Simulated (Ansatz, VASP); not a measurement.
# Cu9S (Cu(110)-(2x1)-S added row) in two plane-wave programs, part 2 of 2

One calculation is typed for both programs; each brings its own data sets. How far apart do they land? Of the first pair: The structure shown is the start of the Ansatz relaxation below; VASP solves that cell, so the two are compared at the walk's first step.

VASP 6.6.1 and Ansatz 0.2.0.

So far: Set-up; Ansatz: relaxation, LDA; VASP: single point, LDA, start cell, pair 1.

## (4) Side by side

Known differences besides the potentials themselves: the data sets hold 177 valence electrons in Ansatz (on its default PAW (the set named soft_2) files) and 105 in VASP; the cutoff is 420 eV in Ansatz and 520 eV in VASP; VASP's log shows a relativistic correction to its local exchange, Ansatz's none. Total energies have different zeros and are not compared.

Forces (eV/Å; atoms numbered as in POSCAR):

```csv
atom,"Ansatz x, y, z","VASP x, y, z"
Cu1,"0.000, 0.000, 0.980","0.000, 0.000, 0.941"
Cu2,"0.000, 0.000, 0.867","0.000, 0.000, 0.827"
Cu3,"0.000, 0.040, -0.136","0.000, 0.039, -0.135"
Cu4,"0.000, -0.040, -0.136","0.000, -0.039, -0.135"
Cu5,"0.000, 0.000, -0.104","0.000, 0.000, -0.108"
Cu6,"0.000, 0.000, 0.072","0.000, 0.000, 0.071"
Cu7,"0.000, -0.133, -0.076","0.000, -0.133, -0.045"
Cu8,"0.000, 0.133, -0.076","0.000, 0.133, -0.045"
Cu9,"0.000, 0.000, -1.344","0.000, 0.000, -1.305"
S10,"0.000, 0.000, -0.049","0.000, 0.000, -0.065"
```

The forces differ by 15 meV/Å r.m.s., which is 4.5 % of the r.m.s. force of 0.335 eV/Å (both taken over all components). With vacuum in the cell, a pressure given here is an average over mostly empty space and none of the material.

## (5) What the set-up changes

Further runs change the set-up of one program: Ansatz's method, potentials or start, or VASP's data sets, cutoff or form of LDA. The table gives that difference for each run.

```csv
run,r.m.s. force difference (meV/Å)
as above,15
VASP with the data sets Cu_sv_GW and S and a cutoff of 610 eV,9.6
```

## (6) Ansatz: relaxation, LDA

This run makes the geometry at which the two programs are then compared.

The structure compared here is the end of the Ansatz relaxation.

input.yaml reads:

```yaml
crystal:
  lattice:
    - [3.61, 0.0, 0.0]
    - [0.0, 5.1053109602, 0.0]
    - [0.0, 0.0, 23.0053109602]
  atoms:
    - { symbol: Cu, position: [0.0, 0.0, 0.3694799003] }
    - { symbol: Cu, position: [0.0, 0.5, 0.3694799003] }
    - { symbol: Cu, position: [0.5, 0.25, 0.4249595998] }
    - { symbol: Cu, position: [0.5, 0.75, 0.4249595998] }
    - { symbol: Cu, position: [0.0, 0.0, 0.4804392994] }
    - { symbol: Cu, position: [0.0, 0.5, 0.4804392994] }
    - { symbol: Cu, position: [0.5, 0.25, 0.5359189989] }
    - { symbol: Cu, position: [0.5, 0.75, 0.5359189989] }
    - { symbol: Cu, position: [0.0, 0.0, 0.5913986985] }
    - { symbol: S, position: [0.5, 0.0, 0.6305200997] }
kpoints:
  mp_grid: { grid: [8, 6, 1] }
hamiltonian:
  xc: lda
scf:
  occupations: { method: fermi_dirac, width: 0.1 }
  convergence: { dr2_threshold: 1.0e-08 }
efield:
  axis: 3
  dipole_correction: true
  ramp_position: 0.97
  ramp_width: 0.06
relax:
  f_tol: 0.015
  max_steps: 90
  constraints: [{ sites: [0, 1, 2, 3] }]
output:
  write_potential: true
  write_density: true
  volumetric_format: npy
```

The run is started by

```bash
> ansatz run input.yaml --threads 4 --pin off --max-ram 6144MiB --backend cpu --events-out ev --progress --plain --runs-dir out
```

Numbers of over 12 decimals in the logs are rounded to 6 here.

What it wrote:

```text
[...]
Crystal: 10 atoms, lattice volume = 423.992 Å³
Basis set: ecut = 420 eV, 8257 PW (Γ)
Bands: 107, of which v1, the nominal top of the filled ones, is band 89 counted from 1 (88 counted from 0)
Symmetry: 4 space group operations
[...]
k-points: 20 of 48
[...]
- { symbol: Cu, position: [0.5, 0.25, 0.4249595998] }
    - { symbol: Cu, position: [0.5, 0.750000, 0.4249595998] }
    - { symbol: Cu, position: [0.0, 0.0, 0.472330] }
    - { symbol: Cu, position: [0.0, 0.5, 0.478460] }
    - { symbol: Cu, position: [0.5, 0.253940, 0.530130] }
    - { symbol: Cu, position: [0.5, 0.746060, 0.530130] }
    - { symbol: Cu, position: [0.0, 0.0, 0.573991] }
    - { symbol: S, position: [0.5, 0.0, 0.617682] }
[key lines of the parts left out:]
SCF converged after 6 iterations
Free energy (F): -59867.411802 eV
Fermi energy:    0.685871 eV
Dipole field:    D = -0.046704 V/Å  (p = -0.109434 e·Å, saw-weighted, corrected)
Work function:   Φ+ = 5.7637 eV   Φ− = 4.6892 eV
```

## (7) VASP: single point, LDA, relaxed cell, pair 2

The same cell, functional (in two slightly different forms), mesh and smearing now go to VASP, with its own data sets.

INCAR reads:

```
SYSTEM = Cu9S
PREC = Accurate
ENCUT = 520
EDIFF = 1E-06
NELM = 120
ISMEAR = -1
SIGMA = 0.1
LREAL = .FALSE.
ALGO = Normal
GGA = PW92
NBANDS = 65
LASPH = .TRUE.
LORBIT = 11
LWAVE = .FALSE.
LCHARG = .FALSE.
ISIF = 2
LDIPOL = .TRUE.
IDIPOL = 3
DIPOL = 0.5 0.5 0.479
LVHAR = .TRUE.
GGA_COMPAT = .FALSE.
NELMDL = -8
KPAR = 2
```

POSCAR reads:

```
Cu9S
1.0
    3.6100000000      0.0000000000      0.0000000000
    0.0000000000      5.1053109602      0.0000000000
    0.0000000000      0.0000000000     23.0053109602
Cu S
9 1
Direct
    0.0000000000      0.0000000000      0.3694799003
    0.0000000000      0.5000000000      0.3694799003
    0.5000000000      0.2500000000      0.4249595998
    0.5000000000      0.7500000000      0.4249595998
    0.0000000000      0.0000000000      0.4723299804
    0.0000000000      0.5000000000      0.4784601454
    0.5000000000      0.2539399508      0.5301301427
    0.5000000000      0.7460600492      0.5301301427
    0.0000000000      0.0000000000      0.5739909255
    0.5000000000      0.0000000000      0.6176824825
```

KPOINTS reads:

```
Automatic mesh
0
Gamma
8 6 1
0 0 0
```

PAW data sets: Cu and S (LDA family, release 64).

The run is started by

```bash
> mpirun -np 2 vasp_std
```

What it wrote:

```text
[banner, memory and clock lines left out]
running    2 mpi-ranks, on    1 nodes
[...]
[... a notice as in an earlier step ...]

 LDA part: xc-table for (Slater(with rela. corr.)+PW92), standard interpolation
 POSCAR, INCAR and KPOINTS ok, starting setup
[...]
entering main loop
       N       E                     dE             d eps       ncg     rms          rms(c)
DAV:   1     0.952582268818E+03    0.95258E+03   -0.43139E+04  2600   0.179E+03
DAV:   2     0.670599517496E+02   -0.88552E+03   -0.85395E+03  2608   0.401E+02
DAV:   3    -0.425948371655E+02   -0.10965E+03   -0.10469E+03  3211   0.197E+02
DAV:   4    -0.519410066476E+02   -0.93462E+01   -0.90867E+01  3972   0.592E+01
[...]
DAV:  31    -0.435171610829E+02   -0.30479E-05   -0.43625E-07  1812   0.118E-02    0.132E-03
DAV:  32    -0.435171628689E+02   -0.17860E-05   -0.22634E-07  1826   0.945E-03    0.404E-04
DAV:  33    -0.435171633943E+02   -0.52541E-06   -0.11111E-07  1829   0.283E-03
   1 F= -.43517163E+02 E0= -.43462026E+02  d E =-.110274E+00
```

From OUTCAR (step 7):

```text
  Total       -0.8705355     -8.1586145     -1.3257961      0.0000000      0.0000000      0.0000000
  in kB       -3.2895734    -30.8297132     -5.0099087      0.0000000      0.0000000      0.0000000
  external PRESSURE =     -13.0430651 kB  Pullay stress =       0.0000000 kB

 POSITION                                       TOTAL-FORCE (eV/Angst)
 -----------------------------------------------------------------------------------
      0.00000      0.00000      8.50000         0.000000      0.000000      0.455948
      0.00000      2.55266      8.50000         0.000000      0.000000      0.711198
      1.80500      1.27633      9.77633         0.000000      0.224204     -0.626808
      1.80500      3.82898      9.77633         0.000000     -0.224204     -0.626808
      0.00000      0.00000     10.86610         0.000000      0.000000      0.000712
      0.00000      2.55266     11.00712         0.000000      0.000000      0.003672
      1.80500      1.29644     12.19581         0.000000      0.000800      0.029399
      1.80500      3.80887     12.19581         0.000000     -0.000800      0.029399
      0.00000      0.00000     13.20484         0.000000      0.000000      0.035551
      1.80500      0.00000     14.20998         0.000000      0.000000     -0.012263
 -----------------------------------------------------------------------------------
    total drift:                                0.000000      0.000000     -0.002708

  FREE ENERGIE OF THE ION-ELECTRON SYSTEM (eV)
  ---------------------------------------------------
  free  energy   TOTEN  =       -43.5171633943 eV

  energy  without entropy=      -43.4068895553  energy(sigma->0) =      -43.46202647

[... 2 parts as in an earlier step ...]

[... 1 further part left out ...]
[key lines of the parts left out:]
E-fermi :  -1.5930
```

## (8) Differences

What differs besides the data sets and the points named for the pairs above, as far as they apply: the data sets hold 177 valence electrons in Ansatz (on its default PAW (the set named soft_2) files) and 105 in VASP. Total energies have different zeros and are not compared.

The two programs side by side:

```csv
quantity,Ansatz,VASP,difference
"work function, lower of the two faces (eV)",4.69,4.67,+0.02
"work function, higher of the two faces (eV)",5.76,5.77,-0.01
```

Forces (eV/Å; atoms numbered as in POSCAR):

```csv
atom,"Ansatz x, y, z","VASP x, y, z"
Cu1,"0.000, 0.000, 0.498","0.000, 0.000, 0.456"
Cu2,"0.000, 0.000, 0.752","0.000, 0.000, 0.711"
Cu3,"0.000, 0.224, -0.626","0.000, 0.224, -0.627"
Cu4,"0.000, -0.224, -0.626","0.000, -0.224, -0.627"
Cu5,"0.000, 0.000, 0.001","0.000, 0.000, 0.001"
Cu6,"0.000, 0.000, 0.001","0.000, 0.000, 0.004"
Cu7,"0.000, 0.000, 0.000","0.000, 0.001, 0.029"
Cu8,"0.000, 0.000, 0.000","0.000, -0.001, 0.029"
Cu9,"0.000, 0.000, -0.001","0.000, 0.000, 0.036"
S10,"0.000, 0.000, 0.000","0.000, 0.000, -0.012"
```

The forces differ by 15 meV/Å r.m.s., which is 6.4 % of the r.m.s. force of 0.231 eV/Å (both taken over all components). With vacuum in the cell, a pressure given here is an average over mostly empty space and none of the material.

## (9) VASP: single point, LDA, pair 3

With cell and atoms fixed, the geometry can't cause a difference; cores, projectors, grids and the points listed under the comparison can.

Edit INCAR of step 7 so:

```diff
@@ -6,3 +6,3 @@
 ISMEAR = -1
-SIGMA = 0.1
+SIGMA = 0.05
 LREAL = .FALSE.
```

POSCAR is that of step 7.

KPOINTS reads:

```
Automatic mesh
0
Gamma
16 12 1
0 0 0
```

The run is started by

```bash
> mpirun -np 2 vasp_std
```

What it wrote:

```text
[... set-up lines as in an earlier step ...]
 entering main loop
       N       E                     dE             d eps       ncg     rms          rms(c)
DAV:   1     0.954140969038E+03    0.95414E+03   -0.43010E+04  8190   0.178E+03
DAV:   2     0.675095469511E+02   -0.88663E+03   -0.85677E+03  8198   0.403E+02
DAV:   3    -0.423812134611E+02   -0.10989E+03   -0.10492E+03  9987   0.197E+02
DAV:   4    -0.518608874763E+02   -0.94797E+01   -0.92242E+01 12394   0.599E+01
[...]
DAV:  32    -0.434693053275E+02   -0.14370E-05   -0.13406E-07  5814   0.605E-03    0.483E-04
DAV:  33    -0.434693068781E+02   -0.15506E-05   -0.13688E-07  5716   0.583E-03    0.592E-04
DAV:  34    -0.434693074292E+02   -0.55103E-06   -0.50516E-08  5691   0.353E-03
   1 F= -.43469307E+02 E0= -.43453926E+02  d E =-.307627E-01
```

OUTCAR, selected parts (step 9):

```text
  Total       -0.7161252     -8.3572594     -1.3225808      0.0000000      0.0000000      0.0000000
  in kB       -2.7060885    -31.5803514     -4.9977588      0.0000000      0.0000000      0.0000000
  external PRESSURE =     -13.0947329 kB  Pullay stress =       0.0000000 kB

 POSITION                                       TOTAL-FORCE (eV/Angst)
 -----------------------------------------------------------------------------------
      0.00000      0.00000      8.50000         0.000000      0.000000      0.464576
      0.00000      2.55266      8.50000         0.000000      0.000000      0.720979
      1.80500      1.27633      9.77633         0.000000      0.223234     -0.625778
      1.80500      3.82898      9.77633         0.000000     -0.223234     -0.625778
      0.00000      0.00000     10.86610         0.000000      0.000000     -0.003083
      0.00000      2.55266     11.00712         0.000000      0.000000     -0.019337
      1.80500      1.29644     12.19581         0.000000     -0.015057      0.021275
      1.80500      3.80887     12.19581         0.000000      0.015057      0.021275
      0.00000      0.00000     13.20484         0.000000      0.000000      0.032110
      1.80500      0.00000     14.20998         0.000000      0.000000      0.013762
 -----------------------------------------------------------------------------------
    total drift:                                0.000000      0.000000     -0.002640

  FREE ENERGIE OF THE ION-ELECTRON SYSTEM (eV)
  ---------------------------------------------------
  free  energy   TOTEN  =       -43.4693074292 eV

  energy  without entropy=      -43.4385447380  energy(sigma->0) =      -43.45392608

[... 1 part as in an earlier step ...]

[... 2 further parts left out ...]
[key lines of the parts left out:]
E-fermi :  -1.6224
```

## (10) Ansatz: single point, LDA, pair 3

The same cell, functional (in two slightly different forms), mesh and smearing now go to Ansatz, which takes its cutoff from its data sets.

The cell is taken from a series of runs on this material, whose earlier steps may have relaxed, scaled, displaced or heated it; both programs get it as it stands.

input.yaml reads:

```yaml
crystal:
  lattice:
    - [3.61, 0.0, 0.0]
    - [0.0, 5.1053109602, 0.0]
    - [0.0, 0.0, 23.0053109602]
  atoms:
    - { symbol: Cu, position: [0.0, 0.0, 0.3694799003] }
    - { symbol: Cu, position: [0.0, 0.5, 0.3694799003] }
    - { symbol: Cu, position: [0.5, 0.25, 0.4249595998] }
    - { symbol: Cu, position: [0.5, 0.75, 0.4249595998] }
    - { symbol: Cu, position: [0.0, 0.0, 0.4723299804] }
    - { symbol: Cu, position: [0.0, 0.5, 0.4784601454] }
    - { symbol: Cu, position: [0.5, 0.2539399508, 0.5301301427] }
    - { symbol: Cu, position: [0.5, 0.7460600492, 0.5301301427] }
    - { symbol: Cu, position: [0.0, 0.0, 0.5739909255] }
    - { symbol: S, position: [0.5, 0.0, 0.6176824825] }
kpoints:
  mp_grid: { grid: [16, 12, 1] }
hamiltonian:
  xc: lda
scf:
  occupations: { method: fermi_dirac, width: 0.05 }
  convergence: { dr2_threshold: 1.0e-09 }
  n_extra_bands: 22
efield:
  axis: 3
  dipole_correction: true
  ramp_position: 0.97
  ramp_width: 0.06
output:
  band_densities:
    - { e_range: [-0.2, 0] }
    - { e_range: [-0.7, 0] }
    - { e_range: [-1.5, 0] }
    - { e_range: [0, 0.2] }
    - { e_range: [0, 0.7] }
    - { e_range: [0, 1.5] }
    - { e_range: [-2.0, -1.8] }
    - { e_range: [-1.8, -1.6] }
    - { e_range: [-1.6, -1.4] }
    - { e_range: [-1.4, -1.2] }
    - { e_range: [-1.2, -1.0] }
    - { e_range: [-1.0, -0.8] }
    - { e_range: [-0.8, -0.6] }
    - { e_range: [-0.6, -0.4] }
    - { e_range: [-0.4, -0.2] }
    - { e_range: [0.2, 0.4] }
    - { e_range: [0.4, 0.6] }
    - { e_range: [0.6, 0.8] }
    - { e_range: [0.8, 1.0] }
    - { e_range: [1.0, 1.2] }
    - { e_range: [1.2, 1.4] }
    - { e_range: [1.4, 1.6] }
    - { e_range: [1.6, 1.8] }
    - { e_range: [1.8, 2.0] }
  band_residual_tolerance: 0.0001
  dos: { projected: true, e_range: [-5, 4] }
  write_potential: true
  write_density: true
  volumetric_format: npy
```

The run is started by

```bash
> ansatz run input.yaml --threads 4 --pin off --max-ram 6144MiB --backend cpu --events-out ev --progress --plain --runs-dir out
```

What it wrote:

```text
[...]
Crystal: 10 atoms, lattice volume = 423.992 Å³
Basis set: ecut = 420 eV, 8257 PW (Γ)
Bands: 111, of which v1, the nominal top of the filled ones, is band 89 counted from 1 (88 counted from 0)
Symmetry: 4 space group operations
[...]
k-points: 63 of 192
[...]
e_range: [1.2, 1.4]                           0.708333             1.0e-5           0
  e_range: [1.4, 1.6]                           0.562500             7.5e-6           0
  e_range: [1.6, 1.8]                           0.593750             6.1e-6           0
  e_range: [1.8, 2]                             0.552083             4.8e-6           0
[key lines of the parts left out:]
SCF converged after 15 iterations
Free energy (F): -59867.363531 eV
Fermi energy:    0.656644 eV
Dipole field:    D = -0.047394 V/Å  (p = -0.111050 e·Å, saw-weighted, corrected)
Work function:   Φ+ = 5.8012 eV   Φ− = 4.7108 eV
```

## (11) Differences

What differs besides the data sets and the points named for the pairs above, as far as they apply: the data sets hold 177 valence electrons in Ansatz (on its default PAW (the set named soft_2) files) and 105 in VASP. Total energies have different zeros and are not compared.

Both answers:

```csv
quantity,Ansatz,VASP,difference
"work function, lower of the two faces (eV)",4.71,4.69,+0.02
"work function, higher of the two faces (eV)",5.80,5.81,-0.01
```

With vacuum in the cell, a pressure given here is an average over mostly empty space and none of the material.

## (12) Outcome

| Item | Value |
| --- | --- |
| r.m.s. force difference (single point, LDA, start cell, pair 1) | 4.5 % of the r.m.s. force |
| r.m.s. force difference (single point, LDA, relaxed cell, pair 2) | 6.4 % of the r.m.s. force |
| difference in work function, lower of the two faces (single point, LDA, pair 3) | 0.024 eV |

What this shows: The r.m.s. force difference is 6.4 % of the r.m.s. force (single point, LDA, relaxed cell, pair 2), beyond the 3 % picked in this series as the mark of a large difference. The data sets hold unlike numbers of valence electrons (177 in Ansatz and 105 in VASP), so part of the differences comes from the potentials. Single point, LDA, start cell, pair 1, VASP with the data sets Cu_sv_GW and S and a cutoff of 610 eV: r.m.s. force difference goes from 15 to 9.6 meV/Å. What causes the difference of the single point, LDA, relaxed cell, pair 2 pair stays open here. How closely two codes agree says nothing of how well the functional describes the real material.

[Lines on the potential files, build, host, timing and source positions are cut from VASP's logs without a mark.]

[Logs are printed without paths, hosts, clocks, repeated set-up lines and the standing remarks that a program may print on its own settings, such as how far it seeks lower states.]

[Hosts, paths, dates, database ids (printed as entryN), source tags and the programs' standing remarks are cut or masked in the printed files.]
